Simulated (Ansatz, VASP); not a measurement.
# Ni (Ni wire along [110], 14 atoms a period): VASP beside Ansatz, part 2 of 2

Aim: how closely do two programs agree when they are given the same cell, functional and k mesh? The cell is taken from a series of runs on this material, whose earlier steps may have relaxed, scaled, displaced or heated it; both programs get it as it stands.

VASP 6.6.1 and Ansatz 0.2.0.

So far: Starting point; Ansatz: single point, PBEsol.

### 3. VASP: single point, PBEsol

Level of this step: PBEsol, spin-polarised from a ferromagnetic start; plane waves and PAW (Ni) (VASP).

The same cell, functional, mesh and smearing now go to VASP, with its own data sets.

Lines of VASP's logs that name or quote its potential files are left out, and so is its time.

INCAR

```
SYSTEM = Ni
PREC = Accurate
ENCUT = 520
EDIFF = 1E-06
NELM = 200
ISMEAR = -1
SIGMA = 0.05
LREAL = .FALSE.
ALGO = Normal
GGA = PS
NBANDS = 99
ISPIN = 2
MAGMOM = 0.73 0.74 0.73 0.74 0.75 0.75 0.73 0.73 0.73 0.73 0.75 0.75 0.73 0.73
LASPH = .TRUE.
LMAXMIX = 4
LORBIT = 11
LWAVE = .FALSE.
LCHARG = .FALSE.
ISIF = 2
GGA_COMPAT = .FALSE.
KPAR = 4
```

POSCAR

```
Ni
1.0
   13.8400000000      0.0000000000      0.0000000000
    0.0000000000     14.2670000000      0.0000000000
    0.0000000000      0.0000000000      2.4247375246
Ni
14
Direct
    0.3716973730      0.6740319830      0.0000000000
    0.3725139240      0.5000000000      0.0000000000
    0.6283026270      0.6740319830      0.0000000000
    0.6274860760      0.5000000000      0.0000000000
    0.2505125900      0.4140853960      0.5000000000
    0.2505125900      0.5859146040      0.5000000000
    0.5000000000      0.2465261420      0.5000000000
    0.5000000000      0.4135871280      0.5000000000
    0.5000000000      0.5864128720      0.5000000000
    0.5000000000      0.7534738580      0.5000000000
    0.7494874100      0.4140853960      0.5000000000
    0.7494874100      0.5859146040      0.5000000000
    0.3716973730      0.3259680170      0.0000000000
    0.6283026270      0.3259680170      0.0000000000
```

KPOINTS

```
Automatic mesh
0
Gamma
1 1 25
0 0 0
```

The projector-augmented-wave data sets are Ni (PBE family, release 64).

Command:

```console
mpirun -np 4 vasp_std
```

Numbers of over 12 decimals in the logs are rounded to 6 here.

The log of the run:

```text
[banner, memory and clock lines left out]
running    4 mpi-ranks, on    1 nodes
 distrk:  each k-point on    1 cores,    4 groups
 distr:  one band on    1 cores,    1 groups

 POSCAR found type information on POSCAR Ni
 POSCAR found :  1 types and      14 ions
|                                                                             |
|               ----> ADVICE to this user running VASP <----                  |
|                                                                             |
|     You enforced a specific xc type in the INCAR file but a different       |
|     [... a line on the potential file left out ...]
|     I HOPE YOU KNOW WHAT YOU ARE DOING!                                     |
|                                                                             |

 LDA part: xc-table for (Slater+PW92), standard interpolation
 POSCAR, INCAR and KPOINTS ok, starting setup
 FFT: planning ... GRIDC
 FFT: planning ... GRID_SOFT
 FFT: planning ... GRID
 WAVECAR not read
 entering main loop
       N       E                     dE             d eps       ncg     rms          rms(c)
DAV:   1     0.101902800388E+04    0.10190E+04   -0.59323E+04  5156   0.146E+03
DAV:   2     0.127843965778E+01   -0.10177E+04   -0.96178E+03  5148   0.327E+02
DAV:   3    -0.864862225205E+02   -0.87765E+02   -0.78568E+02  5438   0.134E+02
DAV:   4    -0.889383765209E+02   -0.24522E+01   -0.24325E+01  5618   0.249E+01
DAV:   5    -0.889882316390E+02   -0.49855E-01   -0.49851E-01  7208   0.236E+00    0.367E+01
DAV:   6    -0.976074332287E+02   -0.86192E+01   -0.13617E+02  5768   0.126E+02    0.626E+01
DAV:   7    -0.911603362154E+02    0.64471E+01   -0.95828E+01  5703   0.138E+02    0.393E+01
DAV:   8    -0.789517320351E+02    0.12209E+02   -0.26182E+01  5828   0.707E+01    0.343E+01
DAV:   9    -0.797014561271E+02   -0.74972E+00   -0.43759E+01  5847   0.720E+01    0.290E+01
DAV:  10    -0.783949416092E+02    0.13065E+01   -0.79547E+00  6839   0.526E+01    0.364E+01
DAV:  11    -0.776511167401E+02    0.74382E+00   -0.14008E+01  5939   0.445E+01    0.324E+01
DAV:  12    -0.750397351737E+02    0.26114E+01   -0.77448E+00  5932   0.255E+01    0.156E+01
DAV:  13    -0.748847113579E+02    0.15502E+00   -0.95442E-01  5660   0.863E+00    0.119E+01
DAV:  14    -0.747794455845E+02    0.10527E+00   -0.36398E-01  5485   0.719E+00    0.968E+00
[...]
DAV:  33    -0.748148792317E+02   -0.86228E-04   -0.83513E-06  5361   0.347E-02    0.938E-03
DAV:  34    -0.748149440904E+02   -0.64859E-04   -0.34717E-06  4000   0.191E-02    0.118E-02
DAV:  35    -0.748149823556E+02   -0.38265E-04   -0.27252E-06  4158   0.885E-03    0.129E-02
DAV:  36    -0.748150024595E+02   -0.20104E-04   -0.18467E-06  3762   0.141E-02    0.677E-03
DAV:  37    -0.748150110199E+02   -0.85604E-05   -0.71730E-07  3603   0.776E-03    0.497E-03
DAV:  38    -0.748150141978E+02   -0.31779E-05   -0.25417E-07  3394   0.402E-03    0.310E-03
DAV:  39    -0.748150156144E+02   -0.14166E-05   -0.11753E-07  3322   0.252E-03    0.168E-03
DAV:  40    -0.748150162036E+02   -0.58917E-06   -0.12142E-07  3333   0.159E-03
   1 F= -.74815016E+02 E0= -.74694230E+02  d E =-.241572E+00  mag=     9.6777
```

OUTCAR, selected parts (step 3):

```text
ion  position               nearest neighbor table
   1  0.372  0.674  0.000-   6 2.42   6 2.42  10 2.43  10 2.43   2 2.48   9 2.49   9 2.49
   2  0.373  0.500  0.000-   5 2.41   6 2.41   5 2.41   6 2.41   8 2.47   9 2.47   8 2.47   9 2.47
                             1 2.48  13 2.48
   3  0.628  0.674  0.000-  12 2.42  12 2.42  10 2.43  10 2.43   4 2.48   9 2.49   9 2.49
   4  0.627  0.500  0.000-  11 2.41  12 2.41  11 2.41  12 2.41   8 2.47   9 2.47   8 2.47   9 2.47
                             3 2.48  14 2.48
   5  0.251  0.414  0.500-   2 2.41   2 2.41  13 2.42  13 2.42   6 2.45
   6  0.251  0.586  0.500-   2 2.41   2 2.41   1 2.42   1 2.42   5 2.45
   7  0.500  0.247  0.500-   8 2.38  13 2.43  14 2.43  13 2.43  14 2.43
   8  0.500  0.414  0.500-   7 2.38   9 2.47   2 2.47   4 2.47   2 2.47   4 2.47  13 2.49  14 2.49
                            13 2.49  14 2.49
   9  0.500  0.586  0.500-  10 2.38   8 2.47   2 2.47   4 2.47   2 2.47   4 2.47   1 2.49   3 2.49
                             3 2.49   1 2.49
  10  0.500  0.753  0.500-   9 2.38   3 2.43   1 2.43   1 2.43   3 2.43
  11  0.749  0.414  0.500-   4 2.41   4 2.41  14 2.42  14 2.42  12 2.45
  12  0.749  0.586  0.500-   4 2.41   4 2.41   3 2.42   3 2.42  11 2.45
  13  0.372  0.326  0.000-   5 2.42   5 2.42   7 2.43   7 2.43   2 2.48   8 2.49   8 2.49
  14  0.628  0.326  0.000-  11 2.42  11 2.42   7 2.43   7 2.43   4 2.48   8 2.49   8 2.49

  LATTYP: Found a simple orthorhombic cell.
 ALAT       =     2.4247375246
 B/A-ratio  =     5.7078342953
 C/A-ratio  =     5.8839358303

 Subroutine GETGRP returns: Found  8 space group operations
 (whereof  8 operations were pure point group operations)

The static configuration has the point symmetry D_2h.

 Found     13 irreducible k-points:

   k-points           NKPTS =     13   k-points in BZ     NKDIM =     13   number of bands    NBANDS=     99

   dimension x,y,z NGX =   108 NGY =  108 NGZ =   18
   dimension x,y,z NGXF=   216 NGYF=  216 NGZF=   36

   ENCUT  =  520.0 eV  38.22 Ry    6.18 a.u.  25.73 26.53  4.51*2*pi/ulx,y,z

   NELECT =     140.0000    total number of electrons

 k-points in reciprocal lattice and weights: Automatic mesh
   0.00000000  0.00000000  0.00000000       0.040
   0.00000000  0.00000000  0.04000000       0.080
   0.00000000  0.00000000  0.08000000       0.080
   0.00000000  0.00000000  0.12000000       0.080
   0.00000000  0.00000000  0.16000000       0.080
   0.00000000  0.00000000  0.20000000       0.080
   0.00000000  0.00000000  0.24000000       0.080
   0.00000000  0.00000000  0.28000000       0.080
   0.00000000  0.00000000  0.32000000       0.080
   0.00000000  0.00000000  0.36000000       0.080
   0.00000000  0.00000000  0.40000000       0.080
   0.00000000  0.00000000  0.44000000       0.080
   0.00000000  0.00000000  0.48000000       0.080

 average (electrostatic) potential at core
       1 -91.1806       2 -91.4748       3 -91.1806       4 -91.4748       5 -91.0404
       6 -91.0404       7 -91.0583       8 -91.4456       9 -91.4456      10 -91.0583
      11 -91.0404      12 -91.0404      13 -91.1806      14 -91.1806

 E-fermi :  -0.2672

 spin component 1
 k-point     1 :       0.0000    0.0000    0.0000
  band No.  band energies     occupation
    ...
     75      -0.7981      0.99998
     76      -0.7736      0.99996
     77      -0.7267      0.99990
     78      -0.6903      0.99979
     79      -0.2714      0.52110
     80      -0.0703      0.01909
     81       0.3052      0.00001
     82       0.5807      0.00000
     83       0.9270      0.00000
     84       1.0679      0.00000
    ...

 k-point     2 :       0.0000    0.0000    0.0400
  band No.  band energies     occupation
    ...
     74      -0.8510      0.99999
     75      -0.8325      0.99999
     76      -0.7603      0.99995
     77      -0.7249      0.99989
     78      -0.6834      0.99976
     79      -0.1704      0.12609
     80      -0.0042      0.00516
     81       0.4329      0.00000
     82       0.6679      0.00000
     83       1.0075      0.00000
    ...

 k-point     3 :       0.0000    0.0000    0.0800
  band No.  band energies     occupation
    ...
     74      -0.9031      1.00000
     75      -0.8464      0.99999
     76      -0.7868      0.99997
     77      -0.6778      0.99973
     78      -0.5352      0.99532
     79       0.0612      0.00140
     80       0.1773      0.00014
     81       0.7329      0.00000
     82       0.8869      0.00000
     83       1.2338      0.00000
    ...

 k-point     4 :       0.0000    0.0000    0.1200
  band No.  band energies     occupation
    ...
     74      -0.8427      0.99999
     75      -0.8380      0.99999
     76      -0.8167      0.99998
     77      -0.4151      0.95065
     78      -0.3725      0.89137
     79       0.3580      0.00000
     80       0.4408      0.00000
     81       1.0997      0.00000
     82       1.1782      0.00000
     83       1.5815      0.00000
    ...

 k-point     5 :       0.0000    0.0000    0.1600
  band No.  band energies     occupation
    ...
     72      -0.9281      1.00000
     73      -0.8427      0.99999
     74      -0.8311      0.99999
     75      -0.8113      0.99998
     76      -0.6869      0.99977
     77      -0.1870      0.16739
     78      -0.1083      0.03996
     79       0.6984      0.00000
     80       0.7610      0.00000
     81       1.4873      0.00000
    ...

 k-point     6 :       0.0000    0.0000    0.2000
  band No.  band energies     occupation
    ...
     72      -0.9293      1.00000
     73      -0.8464      0.99999
     74      -0.8163      0.99998
     75      -0.6824      0.99975
     76      -0.5044      0.99136
     77       0.0314      0.00254
     78       0.2274      0.00005
     79       1.0752      0.00000
     80       1.1256      0.00000
     81       1.8900      0.00000
    ...

  Total       -7.1388081     -7.0567284     -9.0028078      0.0000000      0.0000000      0.0000000
  in kB      -23.8892661    -23.6145948    -30.1269436      0.0000000      0.0000000      0.0000000
  external PRESSURE =     -25.8769348 kB  Pullay stress =       0.0000000 kB

  energy-cutoff  :      520.00
  volume of cell :      478.78
      direct lattice vectors                 reciprocal lattice vectors
    13.840000000  0.000000000  0.000000000     0.072254335  0.000000000  0.000000000
     0.000000000 14.267000000  0.000000000     0.000000000  0.070091820  0.000000000
     0.000000000  0.000000000  2.424737525     0.000000000  0.000000000  0.412415773

 POSITION                                       TOTAL-FORCE (eV/Angst)
 -----------------------------------------------------------------------------------
      5.14429      9.61641      0.00000         0.191578     -0.280725     -0.000000
      5.15559      7.13350      0.00000        -0.022224      0.000000     -0.000000
      8.69571      9.61641      0.00000        -0.191578     -0.280725      0.000000
      8.68441      7.13350      0.00000         0.022224     -0.000000     -0.000000
      3.46709      5.90776      1.21237         0.417693      0.180466      0.000000
      3.46709      8.35924      1.21237         0.417693     -0.180466     -0.000000
      6.92000      3.51719      1.21237        -0.000000      0.467898      0.000000
      6.92000      5.90065      1.21237        -0.000000     -0.025645     -0.000000
      6.92000      8.36635      1.21237        -0.000000      0.025645     -0.000000
      6.92000     10.74981      1.21237        -0.000000     -0.467898     -0.000000
     10.37291      5.90776      1.21237        -0.417693      0.180466      0.000000
     10.37291      8.35924      1.21237        -0.417693     -0.180466      0.000000
      5.14429      4.65059      0.00000         0.191578      0.280725     -0.000000
      8.69571      4.65059      0.00000        -0.191578      0.280725      0.000000
 -----------------------------------------------------------------------------------
    total drift:                                0.000000      0.000000     -0.000000

  FREE ENERGIE OF THE ION-ELECTRON SYSTEM (eV)
  ---------------------------------------------------
  free  energy   TOTEN  =       -74.8150162036 eV

  energy  without entropy=      -74.5734444109  energy(sigma->0) =      -74.69423031

 total charge
# of ion       s       p       d       tot
------------------------------------------
    1        0.504   0.420   8.318   9.242
    2        0.513   0.545   8.332   9.390
    3        0.504   0.420   8.318   9.242
    4        0.513   0.545   8.332   9.390
    5        0.498   0.336   8.341   9.176
    6        0.498   0.336   8.341   9.176
    7        0.508   0.338   8.337   9.184
    8        0.505   0.526   8.329   9.360
    9        0.505   0.526   8.329   9.360
   10        0.508   0.338   8.337   9.184
   11        0.498   0.336   8.341   9.176
   12        0.498   0.336   8.341   9.176
   13        0.504   0.420   8.318   9.242
   14        0.504   0.420   8.318   9.242
--------------------------------------------------
tot          7.066   5.842 116.632 129.540

 magnetization (x)
# of ion       s       p       d       tot
------------------------------------------
    1       -0.006  -0.023   0.718   0.688
    2       -0.008  -0.025   0.726   0.693
    3       -0.006  -0.023   0.718   0.688
    4       -0.008  -0.025   0.726   0.693
    5       -0.001  -0.016   0.742   0.725
    6       -0.001  -0.016   0.742   0.725
    7       -0.005  -0.018   0.726   0.702
    8       -0.009  -0.025   0.722   0.688
    9       -0.009  -0.025   0.722   0.688
   10       -0.005  -0.018   0.726   0.702
   11       -0.001  -0.016   0.742   0.725
   12       -0.001  -0.016   0.742   0.725
   13       -0.006  -0.023   0.718   0.688
   14       -0.006  -0.023   0.718   0.688
--------------------------------------------------
tot         -0.073  -0.293  10.186   9.820

[... 6 further parts left out ...]
```

The magnetic state follows from one typed start and may not be the lowest.

### 4. Comparison

Known differences besides the potentials themselves: VASP starts from the moments at which Ansatz ended; the data sets hold 252 valence electrons in Ansatz (on its default PAW (the set named soft_2) files) and 140 in VASP; the cutoff is 420 eV in Ansatz and 520 eV in VASP; Ansatz makes its cores anew for this functional, VASP keeps those of its PBE data sets; site moments are counted in spheres of each program's own size. Total energies have different zeros and are not compared.

Both answers:

| quantity | Ansatz | VASP | difference |
| --- | --- | --- | --- |
| total moment (μB) | 9.81 | 9.68 | +0.13 |
| moment on Ni6 (μB) | 0.75 | 0.72 | +0.03 |
| moment on Ni5 (μB) | 0.75 | 0.72 | +0.03 |
| moment on Ni11 (μB) | 0.75 | 0.72 | +0.03 |
| moment on Ni12 (μB) | 0.75 | 0.72 | +0.03 |
| moment on Ni7 (μB) | 0.73 | 0.70 | +0.03 |
| moment on Ni10 (μB) | 0.73 | 0.70 | +0.03 |
| moment on Ni4 (μB) | 0.74 | 0.69 | +0.05 |
| moment on Ni2 (μB) | 0.74 | 0.69 | +0.05 |

### 5. Summary of results

* difference in total moment (single point, PBEsol): 0.13 μB

In words: The difference in total moment is 0.13 μB (single point, PBEsol). The data sets hold unlike numbers of valence electrons (252 in Ansatz and 140 in VASP), so part of the differences comes from the potentials. Such differences can come from data sets, numerical settings and the points named under the comparisons, not from the functional's error against experiment.

[Lines on the potential files, build, host, timing and source positions are cut from VASP's logs without a mark.]

[Logs are printed without paths, hosts, clocks, repeated set-up lines and the standing remarks that a program may print on its own settings, such as how far it seeks lower states.]

[Hosts, paths, dates, database ids (printed as entryN), source tags and the programs' standing remarks are cut or masked in the printed files.]
